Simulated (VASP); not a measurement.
Data:

```
CELL_PARAMETERS angstrom
      3.50985     0.00000     0.00000
     -1.75493     3.03962     0.00000
      0.00000     0.00000     6.11275
ATOMIC_POSITIONS crystal
  B  0.00000 0.00000 0.00000
  B  0.00000 0.00000 0.50000
  Bi 0.33333 0.66667 0.25000
  Bi 0.66667 0.33333 0.75000
```

All values below come from PBEsol GGA, VASP's PBE PAW potentials (set 64) (plane waves; VASP). Run with 620 eV cut-off, 10×10×5 Γ-centred mesh, first-order Methfessel-Paxton smearing of 0.10 eV, potentials B Bi_d.

Energy and stress use the plane-wave basis of the starting cell.

The ions, cell shape and volume at an external pressure of 20.0 GPa are relaxed. Give the cell that the relaxation ends in.

```
CELL_PARAMETERS angstrom
      3.42455     0.00000     0.00000
     -1.71228     2.96575     0.00000
      0.00000     0.00000     6.01496
ATOMIC_POSITIONS crystal
  B  0.00000 0.00000 0.00000
  B  0.00000 0.00000 0.50000
  Bi 0.33333 0.66667 0.25000
  Bi 0.66667 0.33333 0.75000
```
Space group P6_3/mmc (194), at a tolerance of 0.03 Å.

How do energy and volume change from the first to the last step?

The energy (σ→0) changes by +95.7 meV/atom and the volume by -6.3 %, in 6 ionic steps.

The structure was generated: BBi was put into the NiAs type type (P6_3/mmc), which need not be its known phase. This run relaxes it under an external pressure of 20 GPa. Symmetry was kept, so distortions that lower it aren't found.
